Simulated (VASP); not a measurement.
# SnO (Romarchite) (P4/nmm) in VASP: notebook, part 2 of 2

VASP 6.6.1. The steps go on from the part before.

### Step 4. Optical spectrum, PBE

INCAR reads:

```
SYSTEM = SnO
PREC = Accurate ; ENCUT = 520
EDIFF = 1E-7 ; ISMEAR = 0
SIGMA = 0.03 ; LREAL = .False.
LASPH = .True. ; NELM = 80
ALGO = Normal ; ISIF = 2
LWAVE = .False. ; LCHARG = .False.
GGA = PE ; LOPTICS = .True.
NBANDS = 52 ; NEDOS = 1000
CSHIFT = 0.1 ; KPAR = 2
```

KPOINTS reads:

```
Automatic mesh
0
Gamma
  8 8 6
  0 0 0
```

POSCAR reads:

```
SnO                                     
1.0
    3.8353843991      0.0000000000      0.0000000000
    0.0000000000      3.8353843991      0.0000000000
    0.0000000000      0.0000000000      4.7280490071
  Sn              O             
     2     2
Direct
     0.5000000000000000    0.0000000000000000    0.2459635701948528
     0.0000000000000000    0.5000000000000000    0.7540364298051472
     0.0000000000000000    0.0000000000000000    0.0000000000000000
     0.5000000000000000    0.5000000000000000    0.0000000000000000
```

Potentials or basis: VASP PAW PBE potentials, release 64 (Sn_d, O).

Run with:

```sh
cat potpaw_PBE.64/Sn_d/POTCAR potpaw_PBE.64/O/POTCAR > POTCAR
mpirun -np 2 vasp_std > vasp.out
```

OUTCAR:

```text
SYSTEM = SnO
   PREC = Accurate
   ENCUT = 520
   EDIFF = 1E-7
   ISMEAR = 0
   LREAL = .False.
   LASPH = .True.
   NELM = 80
   ISIF = 2
   GGA = PE

 ion  position               nearest neighbor table
   1  0.500  0.000  0.246-   3 2.24   4 2.24   4 2.24   3 2.24   2 3.57   2 3.57   2 3.57   2 3.57
                             2 3.62   2 3.62   2 3.62   2 3.62
   2  0.000  0.500  0.754-   3 2.24   4 2.24   3 2.24   4 2.24   1 3.57   1 3.57   1 3.57   1 3.57
                             1 3.62   1 3.62   1 3.62   1 3.62
   3  0.000  0.000  0.000-   1 2.24   2 2.24   2 2.24   1 2.24
   4  0.500  0.500  0.000-   1 2.24   2 2.24   1 2.24   2 2.24

  LATTYP: Found a simple tetragonal cell.
 ALAT       =     3.8353843991
 C/A-ratio  =     1.2327444958
[... 1086 lines left out ...]
     1.84121     1.08148     1.08148     0.41393     0.00000    -0.00000    -0.00000
     2.45494     6.59469     6.59469     3.13205     0.00000    -0.00000    -0.00000
     3.06868    18.30430    18.30430     4.76952     0.00000     0.00000    -0.00000
[... 92 lines left out ...]
    60.14614     0.00076     0.00076     0.00075     0.00000    -0.00000     0.00000
    60.75988     0.00071     0.00071     0.00071     0.00000    -0.00000     0.00000

  frequency dependent      REAL DIELECTRIC FUNCTION (independent particle, no local field effects) density-density
     E(ev)        X           Y           Z          XY          YZ          ZX
  --------------------------------------------------------------------------------------------------------------
     0.00000     9.16700     9.16700     7.26349    -0.00000     0.00000    -0.00000
     0.61374     9.41525     9.41525     7.39915    -0.00000     0.00000    -0.00000
     1.22747    10.32747    10.32747     7.87606    -0.00000     0.00000    -0.00000
     1.84121    13.10269    13.10269     9.13933    -0.00000     0.00000    -0.00000
     2.45494    17.12136    17.12136    11.38284    -0.00000     0.00000    -0.00000
     3.06868     6.34784     6.34784     8.64265    -0.00000     0.00000     0.00000
[... 92 lines left out ...]
    60.14614     0.85186     0.85186     0.85204     0.00000    -0.00000     0.00000
    60.75988     0.85635     0.85635     0.85652     0.00000    -0.00000     0.00000

  frequency dependent IMAGINARY DIELECTRIC FUNCTION (independent particle, no local field effects) current-current
     E(ev)      X         Y         Z        XY        YZ        ZX
  --------------------------------------------------------------------------------------------------------------
     0.00000    26.61609    26.61609    20.41288    -0.00000     0.00000    -0.00000
     0.61374     2.82599     2.82599     2.13062    -0.00000     0.00000    -0.00000
     1.22747     1.75534     1.75534     1.23890    -0.00000     0.00000    -0.00000
     1.84121     2.39743     2.39743     1.29819    -0.00000     0.00000    -0.00000
     2.45494     7.91791     7.91791     3.98314    -0.00000     0.00000     0.00000
     3.06868    18.62845    18.62845     5.25881    -0.00000    -0.00000    -0.00000
[... 92 lines left out ...]
    60.14614     0.00026     0.00026     0.00026     0.00000     0.00000    -0.00000
    60.75988     0.00024     0.00024     0.00023     0.00000     0.00000    -0.00000

  frequency dependent      REAL DIELECTRIC FUNCTION (independent particle, no local field effects) current-current
     E(ev)        X           Y           Z          XY          YZ          ZX
  --------------------------------------------------------------------------------------------------------------
     0.00000     9.13990     9.13990     7.24878     0.00000     0.00000    -0.00000
     0.61374     9.38327     9.38327     7.38206     0.00000     0.00000    -0.00000
     1.22747    10.28432    10.28432     7.85446     0.00000     0.00000    -0.00000
     1.84121    12.98020    12.98020     9.09199     0.00000     0.00000    -0.00000
     2.45494    16.56834    16.56834    11.11444     0.00000     0.00000    -0.00000
     3.06868     5.13012     5.13012     8.33247     0.00000     0.00000     0.00000
[... 92 lines left out ...]
    60.14614     0.85188     0.85188     0.85206     0.00000     0.00000     0.00000
    60.75988     0.85637     0.85637     0.85653     0.00000     0.00000     0.00000
```

stdout:

```text
POSCAR found type information on POSCAR SnO
 POSCAR found :  2 types and       4 ions
 scaLAPACK will be used
 LDA part: xc-table for (Slater+PW92), standard interpolation
 POSCAR, INCAR and KPOINTS ok, starting setup
 FFT: planning ... GRIDC
 FFT: planning ... GRID_SOFT
 FFT: planning ... GRID
 WAVECAR not read
 entering main loop
 optical routines
 imaginary and real dielectric function
 recalculating local potential from charge density
 direction            1
 direction            2
 direction            3
```

Run time: 58 s. Hardware: 2 MPI ranks of AMD EPYC 9R45 (Zen 5), shared host; peak memory 0.43 GiB.

What came out:

```yaml
Free_energy: -22.6819 eV
Pressure: 2.2 GPa
Largest_force: 0.017 eV/Å
Band_gap_on_the_k_mesh: none (metal or under the smearing width)
```

Forces in eV/Å, atoms in the order of the input:
```
Sn   0.000  0.000 -0.017
Sn   0.000  0.000  0.017
O    0.000  0.000  0.000
O    0.000  0.000  0.000
```

Dielectric function (mean over the directions given):
```
energy (eV)  real part  imaginary part
       0.31       8.58            0.03
       0.80       8.90            0.10
       1.29       9.64            0.22
       1.78      11.39            0.67
       2.27      13.14            2.19
       2.82      11.96           11.47
       3.31       3.49           10.12
       3.81       7.20            7.91
       4.30       3.35           10.27
       4.79       0.02           10.54
       5.34      -0.53            5.74
       5.83      -0.94            4.61
       6.32       0.88            4.10
       6.81       0.37            4.53
       7.30      -0.70            3.78
       7.86       0.44            3.66
       8.35      -0.70            3.33
       8.84      -0.59            2.73
       9.33      -0.45            2.27
       9.82       0.04            2.38
      10.37      -0.28            2.09
      10.86      -0.03            2.15
      11.35      -0.54            1.87
      11.85      -0.59            1.37
      12.34      -0.22            1.17
      12.89      -0.31            0.75
      13.38       0.14            0.92
      13.87       0.22            0.82
      14.36       0.65            0.93
      14.85       0.50            1.19
      15.40       0.39            1.59
      15.90      -0.04            1.05
      16.39      -0.06            1.11
      16.88       0.18            0.70
      17.37       0.11            0.67
      17.92       0.22            0.64
      18.41       0.33            0.52
      18.90       0.35            0.58
      19.39       0.42            0.53
      19.95       0.39            0.48
```

Caveat: spectra need much finer meshes, so this one isn't converged; independent-particle spectra lack excitons; the intraband (Drude) part of a metal's response may be missing.
